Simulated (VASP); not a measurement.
Computed with PBEsol GGA, VASP's PBE PAW potentials (set 64) (plane waves; VASP).

The input files of a VASP run:

File KPOINTS:
```
Automatic mesh
0
Gamma
7 7 7
0 0 0
```

### POSCAR
```
CeO2
1
    0.0000000000     2.6568862343     2.6568862343
    2.6568862343    -0.0000000000     2.6568862343
    2.6568862343     2.6568862343     0.0000000000
Ce O
1 2
Direct
  0.0000000000   0.0000000000   0.0000000000
  0.2500000000   0.2500000000   0.2500000000
  0.7500000000   0.7500000000   0.7500000000
```

### INCAR
```
SYSTEM  =  CeO2
PREC  =  Accurate; ENCUT  =  620; LREAL  =  .False.
LASPH  =  .True.
EDIFF  =  1E-6; NELM  =  100; ALGO  =  Normal
LMAXMIX  =  6
ISMEAR  =  0; SIGMA  =  0.05
GGA  =  PS
IBRION  =  2; NSW  =  40; ISIF  =  3
EDIFFG  =  -0.02; PSTRESS  =  100
LWAVE  =  .False.; LCHARG  =  .False.
```

POTCAR, in this order: Ce O (PBE.64 set). Program: vasp_std.

What VASP printed:

### OUTCAR
```
 ion  position               nearest neighbor table
   1  0.000  0.000  0.000-   3 2.30   3 2.30   3 2.30   2 2.30   3 2.30   2 2.30   2 2.30   2 2.30
  LATTYP: Found a face centered cubic cell.
 ALAT       =     5.3137724686
 Subroutine PRICEL returns:
 Original cell was already a primitive cell.
 Subroutine GETGRP returns: Found 48 space group operations
The static configuration has the point symmetry O_h .
The dynamic configuration has the point symmetry O_h .
 Subroutine INISYM returns: Found 48 space group operations
 Subroutine IBZKPT returns following result:
 Found     20 irreducible k-points:

 Following reciprocal coordinates:
            Coordinates               Weight
  0.000000  0.000000  0.000000      1.000000
  0.142857  0.000000  0.000000      8.000000
  0.285714  0.000000  0.000000      8.000000
  0.428571  0.000000  0.000000      8.000000
  0.142857  0.142857  0.000000      6.000000
  0.285714  0.142857  0.000000     24.000000
  0.428571  0.142857  0.000000     24.000000
 -0.428571  0.142857  0.000000     24.000000
 -0.285714  0.142857  0.000000     24.000000
 -0.142857  0.142857  0.000000     12.000000
...
```

OSZICAR:
```
       N       E                     dE             d eps       ncg     rms          rms(c)
DAV:   1     0.227792883016E+03    0.22779E+03   -0.13226E+04   664   0.231E+03
DAV:   2     0.561502686506E+01   -0.22218E+03   -0.21107E+03   920   0.330E+02
DAV:   3    -0.309179162174E+02   -0.36533E+02   -0.31202E+02   840   0.148E+02
DAV:   4    -0.324990052811E+02   -0.15811E+01   -0.15809E+01  1024   0.333E+01
DAV:   5    -0.325667383916E+02   -0.67733E-01   -0.67730E-01   976   0.610E+00    0.372E+01
DAV:   6    -0.295300946210E+02    0.30366E+01   -0.72852E+01   952   0.590E+01    0.176E+01
DAV:   7    -0.289856007078E+02    0.54449E+00   -0.10295E+02   952   0.109E+02    0.243E+01
DAV:   8    -0.279652703066E+02    0.10203E+01   -0.27213E+00   856   0.192E+01    0.114E+01
DAV:   9    -0.274936189148E+02    0.47165E+00   -0.47367E+00   992   0.188E+01    0.178E+00
DAV:  10    -0.274911244439E+02    0.24945E-02   -0.20966E-01  1008   0.368E+00    0.875E-01
DAV:  11    -0.275006232183E+02   -0.94988E-02   -0.36920E-02  1000   0.161E+00    0.165E+00
DAV:  12    -0.274993333277E+02    0.12899E-02   -0.24987E-01   944   0.450E+00    0.144E+00
DAV:  13    -0.274923643388E+02    0.69690E-02   -0.47867E-02   920   0.230E+00    0.298E-01
DAV:  14    -0.274923894054E+02   -0.25067E-04   -0.12215E-03  1000   0.239E-01    0.230E-01
DAV:  15    -0.274923762782E+02    0.13127E-04   -0.15263E-04   912   0.946E-02    0.150E-01
DAV:  16    -0.274923477870E+02    0.28491E-04   -0.77978E-04   928   0.245E-01    0.649E-02
DAV:  17    -0.274923476271E+02    0.15990E-06   -0.10900E-05   800   0.298E-02    0.477E-02
DAV:  18    -0.274923425152E+02    0.51119E-05   -0.34753E-05   976   0.564E-02    0.442E-03
DAV:  19    -0.274923421930E+02    0.32218E-06   -0.41657E-07   456   0.714E-03
   1 F= -.25151143E+02 E0= -.25151143E+02  d E =-.251511E+02
```

OUTCAR:
```
------------------------ aborting loop because EDIFF is reached ----------------------------------------
  FORCE on cell =-STRESS in cart. coord.  units (eV):
  Direction    XX          YY          ZZ          XY          YZ          ZX
  --------------------------------------------------------------------------------------
  Total        2.3395178      2.3395178      2.3395178      0.0000000      0.0000000      0.0000000
  in kB       99.9281987     99.9281987     99.9281987      0.0000000      0.0000000      0.0000000
  external PRESSURE =      -0.0718013 kB  Pullay stress =     100.0000000 kB
  volume of cell :       37.51
      direct lattice vectors                 reciprocal lattice vectors
     0.000000000  2.656886234  2.656886234    -0.188190218  0.188190218  0.188190218
     2.656886234  0.000000000  2.656886234     0.188190218 -0.188190218  0.188190218
     2.656886234  2.656886234  0.000000000     0.188190218  0.188190218 -0.188190218
 POSITION                                       TOTAL-FORCE (eV/Angst)
 -----------------------------------------------------------------------------------
      0.00000      0.00000      0.00000        -0.000000     -0.000000     -0.000000
      1.32844      1.32844      1.32844        -0.000000      0.000000      0.000000
      3.98533      3.98533      3.98533         0.000000      0.000000     -0.000000
 -----------------------------------------------------------------------------------
    total drift:                                0.000000     -0.000000      0.000000
  FREE ENERGIE OF THE ION-ELECTRON SYSTEM (eV)
  ---------------------------------------------------
  free  energy   TOTEN  =       -27.4923421930 eV

  energy  without entropy=      -27.4923421930  energy(sigma->0) =      -27.49234219
  enthalpy is  TOTEN    =       -25.1511434122 eV   P V=        2.3411987808

 reached required accuracy - stopping structural energy minimisation
```
(Selected blocks of OUTCAR.)

The compound is CeO2 in the fluorite structure. It was relaxed first under an external pressure of 10 GPa. The run is not spin-polarised, so no magnetic state was tried.
